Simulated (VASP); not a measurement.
Input:

```
CELL_PARAMETERS angstrom
      0.00000     2.96817     2.96817
      2.96817     0.00000     2.96817
      2.96817     2.96817     0.00000
ATOMIC_POSITIONS crystal
  Sr 0.00000 0.00000 0.00000
```

Level of theory: PW91 GGA, VASP's PBE PAW potentials (set 64) (plane waves; VASP 6.6.1). Numerical set-up: 520 eV cut-off, 8×8×8 Γ-centred mesh, Gaussian smearing of 0.050 eV, potentials Sr_sv.

Q: The job: Sr (fcc), 1 atom, PW91, static run, 520 eV, 8×8×8 Γ-centred mesh. Roughly how much core time does it take on a busy server core?

A: About 9 core-seconds (one run on a shared machine, a rough figure). It had 29 irreducible k-points, 9 bands, up to 1424 plane waves and 14 electronic steps.

The compound is Sr in the fcc structure. This cell is one point of a volume scan, at 0.97 of the reference volume.
